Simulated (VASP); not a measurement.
Energy against volume of CuAu (L1_0). Level of theory: PBE GGA with D3 dispersion (zero damping), VASP's PBE PAW potentials (set 64) (plane waves; VASP). Numerical set-up: 520 eV cut-off, 13×13×10 Γ-centred mesh, first-order Methfessel-Paxton smearing of 0.10 eV, potentials Cu Au.

Shape and ions are relaxed at each volume.

```tsv
V (Å³/atom)	E (eV/atom)
13.949	-4.21772
14.381	-4.22547
14.812	-4.22084
15.243	-4.20613
```

Task: Fit these four points and predict the energy of the run at 13.518 Å³/atom.

Result: A cubic in V^(−2/3), the third-order Birch-Murnaghan form, passes through the four points with V0 = 14.42 Å³/atom and B0 = 150 GPa, and gives -4.1948 eV/atom there. The run gave -4.1949 eV/atom, -0.0 meV/atom from the fit; all five points give B0 = 150 GPa.

The compound is CuAu in the L1_0 structure. It was relaxed first.
